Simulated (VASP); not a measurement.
Data:

```yaml
crystal:
  lattice:
    - [0.00000, 3.23000, 3.23000]
    - [3.23000, 0.00000, 3.23000]
    - [3.23000, 3.23000, 0.00000]
  atoms:
    - { symbol: Te, position: [0.50000, 0.50000, 0.50000] }
    - { symbol: Pb, position: [0.00000, 0.00000, 0.00000] }
```

Level of theory: PBE GGA, VASP's PBE PAW potentials (set 64) (plane waves; VASP). Run with 400 eV cut-off, 6×6×6 Γ-centred mesh, Gaussian smearing of 0.050 eV, potentials Te Pb_d.

**Question.** Give the stress tensor in GPa (positive for a compressed cell).

**Answer.** 
```
2.12  0.00  0.00
0.00  2.12  0.00
0.00  0.00  2.12
```
The pressure is its mean diagonal, 2.12 GPa.

The compound is PbTe in the rock salt structure. The cell was not relaxed at this level.
